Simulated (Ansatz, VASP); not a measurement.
# Al2O3: VASP beside Ansatz, part 3 of 4

Wanted: the spread between two codes on one cell, functional and k mesh. Of the first pair: The structure shown is frame 474 of Ansatz's trajectory.

VASP 6.6.1 and Ansatz 0.2.0.

So far. Step 3 (VASP: single point, LDA, pair 1): The run ends at a pressure of -5.05 GPa, with forces up to 7.0 eV/Å.

## Step 6: VASP: single point, LDA, pair 2

Level of this step: LDA; plane waves and PAW (Al, O) (VASP).

The same cell, functional (in two slightly different forms), mesh and smearing now go to VASP, with its own data sets.

INCAR reads:

```
SYSTEM = Al2O3
PREC = Accurate
ENCUT = 520
EDIFF = 1E-06
NELM = 120
ISMEAR = -1
SIGMA = 0.207
LREAL = Auto
ALGO = Normal
GGA = PW92
NBANDS = 232
LORBIT = 11
LWAVE = .FALSE.
LCHARG = .FALSE.
ISIF = 2
LASPH = .TRUE.
GGA_COMPAT = .FALSE.
EFERMI = MIDGAP
NCORE = 2
```

POSCAR reads:

```
Al2O3
1.0
    9.5429000000      0.0000000000      0.0000000000
    0.0000000000      9.5429000000      0.0000000000
    0.0000000000      0.0000000000      9.5429000000
Al O
30 45
Direct
    0.3602678431      0.8420920265      0.0448396190
    0.4510892915      0.0955055591      0.0116421633
    0.1563361242      0.8937010762      0.5450649174
    0.4002452085      0.5487954395      0.0496809146
    0.4354127152      0.4659170692      0.5868341909
    0.9808548764      0.9906003416      0.9603998784
    0.2467908078      0.6762828909      0.3733561077
    0.6197696717      0.1319724612      0.5013989458
    0.6759475631      0.6962348971      0.1145982877
    0.1136132622      0.5461652118      0.0486015781
    0.4830607048      0.7615399931      0.6250825221
    0.3855536577      0.0744532584      0.7435999539
    0.1328003018      0.2369719896      0.0867241614
    0.9374823167      0.7425520544      0.1936937409
    0.4526087458      0.2606545180      0.2707248321
    0.6990118308      0.9877290970      0.7957119953
    0.6325959614      0.3154491821      0.9386245271
    0.1582328223      0.4215175680      0.3185300066
    0.8613105031      0.4921983883      0.9240377663
    0.7944859529      0.3863186243      0.5797503903
    0.9417891836      0.1648555471      0.4264426956
    0.7645055486      0.3747812510      0.2044032736
    0.4227960054      0.9353760387      0.3603831121
    0.0943004747      0.7431179201      0.8790514414
    0.2616081066      0.3324880277      0.8298735185
    0.7311509080      0.8813358623      0.3876913726
    0.6687589726      0.6336333819      0.8048391998
    0.0341196072      0.1176791122      0.7451508451
    0.1886428654      0.2452294376      0.5368493854
    0.9981137809      0.6561003469      0.5265485335
    0.2479225393      0.4715442895      0.9617411898
    0.0862526066      0.0569638160      0.4989049450
    0.1046851586      0.7525280575      0.6563099268
    0.0191451236      0.5716291693      0.8837041151
    0.8648943193      0.0584727913      0.8431084890
    0.2495991784      0.8637835459      0.3861823974
    0.7767135776      0.0162319630      0.4744679290
    0.0640266586      0.4005595783      0.1491894497
    0.5826425929      0.3254042272      0.1854048560
    0.8609646963      0.5621561580      0.5974179757
    0.4207630804      0.9276425405      0.1903823785
    0.5754540025      0.5804105670      0.6537111360
    0.9800270358      0.8056670404      0.0163681900
    0.8154649006      0.3500508231      0.0570686060
    0.3604355070      0.8977250102      0.6222427145
    0.4915277327      0.1131521864      0.3823890012
    0.3414161314      0.2103658217      0.1331146716
    0.0308082449      0.0625595993      0.1238826772
    0.8254618617      0.2763415733      0.3440777961
    0.3238638150      0.3317335401      0.3967976192
    0.8249588699      0.5622714269      0.1981368347
    0.5756950193      0.0537362856      0.6559431619
    0.1080279580      0.6835657924      0.2048433914
    0.7727525176      0.6446782425      0.9507696822
    0.0768005533      0.9419568475      0.8062538641
    0.3861300024      0.9678923598      0.9125003930
    0.2334720054      0.7626822035      0.9600645506
    0.5505454317      0.4817089145      0.9738339498
    0.2579928533      0.4015131669      0.6602605078
    0.5678357732      0.8373555209      0.4506072578
    0.2380303681      0.1554139727      0.7001121252
    0.8976621362      0.7786102757      0.4033469910
    0.0661748525      0.2866424253      0.3977721657
    0.4297226210      0.2464973960      0.8613209821
    0.4761760052      0.7183455763      0.0562407654
    0.6402875436      0.1048737805      0.9597920967
    0.1471670037      0.2173657903      0.9237757914
    0.7750998124      0.8395770678      0.2095065441
    0.6285929854      0.7988242568      0.7824665458
    0.6286453803      0.3255928491      0.5088285532
    0.9607352063      0.2650976118      0.6202307475
    0.1175533643      0.5723626990      0.4338723030
    0.3233398652      0.5583103669      0.2343522409
    0.3531735636      0.6454432091      0.5272296681
    0.7676911631      0.3747602930      0.7906506408
```

KPOINTS reads:

```
Automatic mesh
0
Gamma
1 1 1
0 0 0
```

PAW data sets: Al and O (LDA family, release 64).

The run is started by

```sh
mpirun -np 8 vasp_gam
```

Numbers of over 12 decimals in the logs are rounded to 6 here.

Log:

```text
[banner, memory and clock lines left out]
running    8 mpi-ranks, on    1 nodes
[...]
[... a notice as in an earlier step ...]

 LDA part: xc-table for (Slater(with rela. corr.)+PW92), standard interpolation
 POSCAR, INCAR and KPOINTS ok, starting setup
[...]
entering main loop
       N       E                     dE             d eps       ncg     rms          rms(c)
DAV:   1     0.297887647736E+04    0.29789E+04   -0.20865E+05   464   0.152E+03
DAV:   2    -0.377310587726E+03   -0.33562E+04   -0.31997E+04   568   0.356E+02
DAV:   3    -0.660398912835E+03   -0.28309E+03   -0.28074E+03   536   0.109E+02
DAV:   4    -0.666018245007E+03   -0.56193E+01   -0.55916E+01   560   0.167E+01
[...]
DAV:  16    -0.575748326422E+03    0.77308E-05   -0.25909E-05   560   0.230E-02    0.677E-03
DAV:  17    -0.575748326281E+03    0.14066E-06   -0.15298E-05   552   0.125E-02    0.666E-03
DAV:  18    -0.575748325994E+03    0.28706E-06   -0.36365E-06   440   0.537E-03
   1 F= -.57574833E+03 E0= -.57570299E+03  d E =-.906749E-01
```

Parts of OUTCAR (step 6):

```text
  Total      -20.1278271    -24.0488934    -18.6487140     -8.7032120      1.8825840     -6.9887867
  in kB      -37.1078983    -44.3368220    -34.3809880    -16.0453438      3.4707540    -12.8846091
  external PRESSURE =     -38.6085694 kB  Pullay stress =       0.0000000 kB

 POSITION                                       TOTAL-FORCE (eV/Angst)
 -----------------------------------------------------------------------------------
      3.43800      8.03600      0.42790        -1.423071      2.251786     -0.042821
      4.30470      0.91140      0.11110         1.246925      3.360406      2.007739
      1.49190      8.52850      5.20150         2.117763      0.114636      1.913176
      3.81950      5.23710      0.47410        -0.681371     -0.493809      1.550756
      4.15510      4.44620      5.60010        -1.575807      1.421144     -1.593964
      9.36020      9.45320      9.16500         1.144692     -2.410306      4.085972
      2.35510      6.45370      3.56290         1.953120      0.213440     -2.630044
      5.91440      1.25940      4.78480         2.575976      1.366007      0.349550
      6.45050      6.64410      1.09360         0.909322     -0.487926     -0.393205
      1.08420      5.21200      0.46380        -0.104102      2.193603      2.902992
      4.60980      7.26730      5.96510         0.153871     -0.216658     -2.366272
      3.67930      0.71050      7.09610         2.939325     -3.906822      0.287506
      1.26730      2.26140      0.82760        -0.969027     -3.023066      5.742895
      8.94630      7.08610      1.84840        -0.120404      0.193481      1.968654
[...]
-----------------------------------------------------------------------------------
    total drift:                                0.014102      0.044318      0.003095

  FREE ENERGIE OF THE ION-ELECTRON SYSTEM (eV)
  ---------------------------------------------------
  free  energy   TOTEN  =      -575.7483259941 eV

  energy  without entropy=     -575.6576510704  energy(sigma->0) =     -575.70298853

[... 2 parts as in an earlier step ...]

[... 1 further part left out ...]
[key lines of the parts left out:]
E-fermi :   4.7625
```

The run ends at a pressure of -3.86 GPa, with forces up to 12 eV/Å.

## Step 7: Side by side

Forces on 7 of the 75 atoms, those with the largest forces and the largest differences (eV/Å; atoms numbered as in POSCAR):

| atom | Ansatz x, y, z | VASP x, y, z |
| --- | --- | --- |
| Al13 | -0.966, -3.017, 5.492 | -0.969, -3.023, 5.743 |
| Al22 | -2.180, 1.701, 8.106 | -2.279, 1.777, 8.383 |
| Al24 | -5.237, 2.929, -5.860 | -5.421, 2.918, -6.091 |
| O37 | 1.075, 6.404, 1.585 | 1.161, 6.605, 1.693 |
| O44 | 1.835, -0.811, -11.351 | 1.952, -0.860, -11.685 |
| O65 | 5.309, -3.256, 0.653 | 5.479, -3.355, 0.683 |
| O67 | -1.154, 0.223, -6.362 | -1.175, 0.161, -6.602 |

The forces differ by 71 meV/Å r.m.s., which is 3.3 % of the r.m.s. force of 2.149 eV/Å (both taken over all components).

## Step 8: Ansatz: dynamics, LDA

One frame of this run of dynamics is then solved in both programs, so the motion causes no difference.

The structure compared here is frame 1400 of Ansatz's trajectory.

input.yaml reads:

```yaml
crystal:
  lattice:
    - [9.5429, 0.0, 0.0]
    - [0.0, 9.5429, 0.0]
    - [0.0, 0.0, 9.5429]
  atoms:
    - { symbol: Al, position: [0.40079, 0.82568, 0.0993] }
    - { symbol: Al, position: [0.54951, 0.05436, 0.02134] }
    - { symbol: Al, position: [0.14593, 0.99892, 0.58559] }
    - { symbol: Al, position: [0.52289, 0.51563, 0.12324] }
    - { symbol: Al, position: [0.37154, 0.49082, 0.59575] }
    - { symbol: Al, position: [0.92655, 0.05387, 0.84861] }
    - { symbol: Al, position: [0.19286, 0.5946, 0.3507] }
    - { symbol: Al, position: [0.6321, 0.04715, 0.52839] }
    - { symbol: Al, position: [0.77118, 0.66344, 0.08078] }
    - { symbol: Al, position: [0.22782, 0.56547, 0.00335] }
    - { symbol: Al, position: [0.41174, 0.8026, 0.54996] }
    - { symbol: Al, position: [0.39224, 0.04343, 0.71882] }
    - { symbol: Al, position: [0.12748, 0.31581, 0.12397] }
    - { symbol: Al, position: [0.06025, 0.87751, 0.09974] }
    - { symbol: Al, position: [0.42262, 0.32537, 0.33995] }
    - { symbol: Al, position: [0.61558, 0.78766, 0.83141] }
    - { symbol: Al, position: [0.72638, 0.31831, 0.97804] }
    - { symbol: Al, position: [0.9024, 0.50765, 0.25954] }
    - { symbol: Al, position: [0.00107, 0.40234, 0.8549] }
    - { symbol: Al, position: [0.77979, 0.31926, 0.53224] }
    - { symbol: Al, position: [0.00825, 0.06382, 0.29742] }
    - { symbol: Al, position: [0.63998, 0.58901, 0.39063] }
    - { symbol: Al, position: [0.37135, 0.01678, 0.31163] }
    - { symbol: Al, position: [0.15084, 0.8032, 0.82501] }
    - { symbol: Al, position: [0.40719, 0.33531, 0.84045] }
    - { symbol: Al, position: [0.77953, 0.81719, 0.36526] }
    - { symbol: Al, position: [0.63159, 0.51737, 0.72277] }
    - { symbol: Al, position: [0.87746, 0.9644, 0.60753] }
    - { symbol: Al, position: [0.12615, 0.3048, 0.53022] }
    - { symbol: Al, position: [0.92059, 0.65425, 0.60642] }
    - { symbol: O, position: [0.36952, 0.46289, 0.05596] }
    - { symbol: O, position: [0.03603, 0.95457, 0.4501] }
    - { symbol: O, position: [0.038, 0.6726, 0.72691] }
    - { symbol: O, position: [0.09689, 0.45983, 0.96539] }
    - { symbol: O, position: [0.76802, 0.97217, 0.7719] }
    - { symbol: O, position: [0.32358, 0.93783, 0.44754] }
    - { symbol: O, position: [0.74211, 0.00303, 0.39226] }
    - { symbol: O, position: [0.04751, 0.42911, 0.22022] }
    - { symbol: O, position: [0.53432, 0.48719, 0.31286] }
    - { symbol: O, position: [0.03654, 0.35796, 0.6712] }
    - { symbol: O, position: [0.45035, 0.97692, 0.16649] }
    - { symbol: O, position: [0.58104, 0.6731, 0.70292] }
    - { symbol: O, position: [0.04107, 0.91582, 0.92488] }
    - { symbol: O, position: [0.78065, 0.47185, 0.06177] }
    - { symbol: O, position: [0.26735, 0.88979, 0.7079] }
    - { symbol: O, position: [0.516, 0.16422, 0.41294] }
    - { symbol: O, position: [0.29176, 0.26986, 0.22351] }
    - { symbol: O, position: [0.92367, 0.05098, 0.15668] }
    - { symbol: O, position: [0.78097, 0.43845, 0.39231] }
    - { symbol: O, position: [0.28954, 0.42408, 0.44289] }
    - { symbol: O, position: [0.75904, 0.6572, 0.27061] }
    - { symbol: O, position: [0.52745, 0.95712, 0.63051] }
    - { symbol: O, position: [0.18241, 0.95783, 0.17103] }
    - { symbol: O, position: [0.79598, 0.47545, 0.65537] }
    - { symbol: O, position: [0.00415, 0.03988, 0.69111] }
    - { symbol: O, position: [0.51979, 0.8825, 0.93008] }
    - { symbol: O, position: [0.2645, 0.73524, 0.94895] }
    - { symbol: O, position: [0.5736, 0.42185, 0.87818] }
    - { symbol: O, position: [0.30634, 0.47428, 0.76197] }
    - { symbol: O, position: [0.60965, 0.75062, 0.41031] }
    - { symbol: O, position: [0.24263, 0.1589, 0.60651] }
    - { symbol: O, position: [0.84271, 0.79616, 0.55196] }
    - { symbol: O, position: [0.03497, 0.21527, 0.39876] }
    - { symbol: O, position: [0.42468, 0.13918, 0.86508] }
    - { symbol: O, position: [0.55342, 0.67896, 0.10314] }
    - { symbol: O, position: [0.61914, 0.20533, 0.06676] }
    - { symbol: O, position: [0.13954, 0.21671, 0.95544] }
    - { symbol: O, position: [0.94434, 0.75809, 0.13535] }
    - { symbol: O, position: [0.74724, 0.67178, 0.88645] }
    - { symbol: O, position: [0.51933, 0.42225, 0.63479] }
    - { symbol: O, position: [0.76023, 0.15691, 0.58932] }
    - { symbol: O, position: [0.04479, 0.60054, 0.44871] }
    - { symbol: O, position: [0.24528, 0.70256, 0.21432] }
    - { symbol: O, position: [0.37021, 0.63538, 0.5076] }
    - { symbol: O, position: [0.86249, 0.26464, 0.87993] }
kpoints:
  mp_grid: { grid: [1, 1, 1] }
hamiltonian:
  xc: lda
scf:
  occupations: { method: fermi_dirac, width: 0.207 }
output:
  forces: true
  stress: true
md:
  timestep: 2.0
  n_steps: 1400
  ensemble: nvt_nose_hoover
  temperature: 2400
  initial_velocities: maxwell_boltzmann
  seed: 5
```

The run is started by

```sh
ansatz run input.yaml --threads 8 --pin off --max-ram 15360MiB --backend cpu --events-out ev --progress --plain --runs-dir out
```

Log:

```text
[...]
Crystal: 75 atoms, lattice volume = 869.043 Å³
Basis set: ecut = 420 eV, 17071 PW (Γ)
Bands: 266, of which v1, the nominal top of the filled ones, is band 180 counted from 1 (179 counted from 0)
Symmetry: 1 space group operations
k-points: 1
[...]
atom  75  O     -1.05267304    -0.20896386     1.03009646
  max |Σ_I F_I| component: 9.22e-5 eV/Å
--- Stress (GPa, compression-positive) ---
       -5.933358      -0.282712      -3.003019
       -0.282712      -3.674553      -2.330600
       -3.003019      -2.330599      -1.558575
  P = ⅓ Tr σ = -3.7222 GPa (-37.222 kbar)
--- MD trajectory: 1400 steps, t = 0.0 → 2800.0 fs ---
[...]
conserved energy: peak-to-peak 2.286e-1 eV (3.048e-3 eV/atom) over 2800.0 fs
[key lines of the parts left out:]
SCF converged after 11 iterations
Free energy (F): -40447.403025 eV
Fermi energy:    5.807486 eV
```

[end of part 3 of 4]

[Lines on the potential files, build, host, timing and source positions are cut from VASP's logs without a mark.]

[Logs are printed without paths, hosts, clocks, repeated set-up lines and the standing remarks that a program may print on its own settings, such as how far it seeks lower states.]

[Hosts, paths, dates, database ids (printed as entryN), source tags and the programs' standing remarks are cut or masked in the printed files.]
